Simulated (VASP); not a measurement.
Input for VASP

### INCAR
```
SYSTEM = P
PREC = Accurate
ENCUT = 400
EDIFF = 1E-7
NELM = 100
ALGO = Normal
LREAL = .FALSE.
LASPH = .TRUE.
ISMEAR = -5
GGA = PS
LWAVE = .FALSE.
LCHARG = .TRUE.
LORBIT = 11
NEDOS = 601
ISIF = 2
```

POSCAR:
```
P
1.0
 -1.5047306420   1.5047306420   1.5047306420
  1.5047306420  -1.5047306420   1.5047306420
  1.5047306420   1.5047306420  -1.5047306420
P
1
Cartesian
  0.0000000000   0.0000000000   0.0000000000
```

**KPOINTS**
```
Automatic mesh
0
Gamma
19 19 19
0 0 0
```

POTCAR, in this order: P (PBE.64 set). Program: vasp_std.

Question: Translate this PBEsol calculation to Ansatz.

Answer: One equivalent input (not run):
Ansatz 0.2 input:
```yaml
crystal:
  lattice:
    - [-1.5047306, 1.5047306, 1.5047306]
    - [1.5047306, -1.5047306, 1.5047306]
    - [1.5047306, 1.5047306, -1.5047306]
  atoms:
    - { symbol: P, position: [0.0000000, 0.0000000, 0.0000000] }
kpoints:
  mp_grid: { grid: [19, 19, 19] }
hamiltonian:
  xc: pbesol
  pseudopotentials: { kind: paw }
scf:
  occupations: { method: tetrahedron }
  max_iter: 100
output: { forces: true, stress: true, eigenvalues: true }
```
What does not carry over: each code has its own PAW files, so the cut-off isn't converted (ENCUT is set for VASP's; basis.ecutwfc is left out, and Ansatz then takes the one that its files recommend); Ansatz stops its SCF on the density residual and VASP on the energy change (EDIFF).

The structure was generated: P was put into the bcc type (Im-3m), which need not be its known phase. It was relaxed first, which changed the volume by -7 %.
